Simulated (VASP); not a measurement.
Computed with PBE GGA, VASP's PBE PAW potentials (set 64) (plane waves; VASP).

The input files of a VASP run:

INCAR:
```
! general
SYSTEM   =  W
PREC     =  Accurate
ENCUT    =  520
LREAL    =  F
LASPH    =  T

! electronic loop
EDIFF    =  1E-6
NELM     =  100
ALGO     =  Normal
LMAXMIX  =  6

! smearing
ISMEAR   =  1
SIGMA    =  0.1

! functional
GGA      =  PE

! ions
IBRION   =  2
NSW      =  60
ISIF     =  3
EDIFFG   =  -0.01

! output
LWAVE    =  F
LCHARG   =  F
```

**POSCAR**
```
W
1.0
 -1.5929841667   1.5929841667   1.5929841667
  1.5929841667  -1.5929841667   1.5929841667
  1.5929841667   1.5929841667  -1.5929841667
W
1
Cart
  0.0000000000   0.0000000000   0.0000000000
```

### KPOINTS
```
Automatic
0
G
 14 14 14
```

POTCAR, in this order: W_sv (PBE.64 set). Program: vasp_std.

What VASP printed:

OSZICAR:
```
       N       E                     dE             d eps       ncg     rms          rms(c)
DAV:   1     0.745411892239E+02    0.74541E+02   -0.79005E+03  2288   0.144E+03
DAV:   2    -0.120606867146E+02   -0.86602E+02   -0.83735E+02  2465   0.328E+02
DAV:   3    -0.135778355072E+02   -0.15171E+01   -0.14978E+01  2597   0.428E+01
DAV:   4    -0.135868366011E+02   -0.90011E-02   -0.89989E-02  2447   0.345E+00
DAV:   5    -0.135869066528E+02   -0.70052E-04   -0.70053E-04  2594   0.318E-01    0.202E+01
DAV:   6    -0.130850443798E+02    0.50186E+00   -0.59895E-01  2426   0.103E+01    0.792E+00
DAV:   7    -0.129517581295E+02    0.13329E+00   -0.31841E-01  2504   0.704E+00    0.699E-01
DAV:   8    -0.129470712625E+02    0.46869E-02   -0.35948E-03  2366   0.873E-01    0.105E-01
DAV:   9    -0.129470922213E+02   -0.20959E-04   -0.70863E-05  2604   0.111E-01    0.581E-02
DAV:  10    -0.129470887689E+02    0.34524E-05   -0.11741E-05  2495   0.506E-02    0.147E-02
DAV:  11    -0.129470894904E+02   -0.72148E-06   -0.21231E-07  1288   0.541E-03
   1 F= -.12947089E+02 E0= -.12947134E+02  d E =-.129471E+02
       N       E                     dE             d eps       ncg     rms          rms(c)
DAV:   1    -0.129508358886E+02   -0.37471E-02   -0.93205E-02  2351   0.484E+00    0.796E-01
DAV:   2    -0.129473919521E+02    0.34439E-02   -0.51701E-03  2333   0.976E-01    0.181E-01
DAV:   3    -0.129468251290E+02    0.56682E-03   -0.15770E-03  2402   0.523E-01    0.139E-01
DAV:   4    -0.129468260433E+02   -0.91435E-06   -0.42079E-05  2353   0.868E-02    0.134E-02
DAV:   5    -0.129468259861E+02    0.57280E-07   -0.16370E-06  1790   0.166E-02
   2 F= -.12946826E+02 E0= -.12946890E+02  d E =0.263504E-03
       N       E                     dE             d eps       ncg     rms          rms(c)
DAV:   1    -0.129495785852E+02   -0.27525E-02   -0.57733E-02  2351   0.380E+00    0.634E-01
DAV:   2    -0.129474661716E+02    0.21124E-02   -0.31158E-03  2333   0.763E-01    0.145E-01
DAV:   3    -0.129471018035E+02    0.36437E-03   -0.10263E-03  2387   0.423E-01    0.115E-01
DAV:   4    -0.129471119592E+02   -0.10156E-04   -0.23295E-05  2356   0.652E-02    0.149E-02
DAV:   5    -0.129471111287E+02    0.83049E-06   -0.25629E-06  2366   0.210E-02
   3 F= -.12947111E+02 E0= -.12947161E+02  d E =-.216383E-04
```

### OUTCAR
```
------------------------ aborting loop because EDIFF is reached ----------------------------------------
  FORCE on cell =-STRESS in cart. coord.  units (eV):
  Direction    XX          YY          ZZ          XY          YZ          ZX
  --------------------------------------------------------------------------------------
  Total       -0.0004693     -0.0004693     -0.0004693     -0.0000000     -0.0000000      0.0000000
  in kB       -0.0464431     -0.0464431     -0.0464431     -0.0000000     -0.0000000      0.0000000
  external PRESSURE =      -0.0464431 kB  Pullay stress =       0.0000000 kB
  volume of cell :       16.19
      direct lattice vectors                 reciprocal lattice vectors
    -1.593598145  1.593598145  1.593598145     0.000000000  0.313755385  0.313755385
     1.593598145 -1.593598145  1.593598145     0.313755385  0.000000000  0.313755385
     1.593598145  1.593598145 -1.593598145     0.313755385  0.313755385  0.000000000
 POSITION                                       TOTAL-FORCE (eV/Angst)
 -----------------------------------------------------------------------------------
      0.00000      0.00000      0.00000         0.000000      0.000000      0.000000
 -----------------------------------------------------------------------------------
    total drift:                                0.000000      0.000000      0.000000
  FREE ENERGIE OF THE ION-ELECTRON SYSTEM (eV)
  ---------------------------------------------------
  free  energy   TOTEN  =       -12.9471111287 eV

  energy  without entropy=      -12.9472599361  energy(sigma->0) =      -12.94716073

 reached required accuracy - stopping structural energy minimisation
```
(Selected blocks of OUTCAR.)

File CONTCAR:
```
W
   1.00000000000000
    -1.5935981451554815    1.5935981451554815    1.5935981451554815
     1.5935981451554815   -1.5935981451554815    1.5935981451554815
     1.5935981451554815    1.5935981451554815   -1.5935981451554815
  W
     1
Direct
     0.0000000000000000    0.0000000000000000    0.0000000000000000
```

The compound is W in the bcc structure. This run relaxes it. Symmetry was kept, so distortions that lower it aren't found. The start is the result of an earlier pass.
